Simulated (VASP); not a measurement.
Here is the system:

```
CELL_PARAMETERS angstrom
      0.00000     2.81050     2.81050
      2.81050     0.00000     2.81050
      2.81050     2.81050     0.00000
ATOMIC_POSITIONS crystal
  Ca 0.00000 0.00000 0.00000
```

These are RPBE GGA, VASP's PBE PAW potentials (set 64) (plane waves; VASP) values and carry that method's errors. Run with 520 eV cut-off, Gaussian smearing of 0.050 eV, potentials Ca_sv.

Problem. Give the energies of bands 5 to 8 at the high-symmetry points, in eV from the Fermi level.

Solution. 
```
band      Γ      X     U      L     W
----  -----  -----  ----  -----  ----
5     -3.91  -0.38  0.07  -0.92  0.24
6      2.33   0.65  0.45  -0.21  0.70
7      2.33   0.88  0.79   2.22  0.70
8      2.33   3.97  3.19   2.22  2.51
```

It has no gap at this level: it comes out as a metal or semimetal.

The compound is Ca in the fcc structure. It was relaxed first.
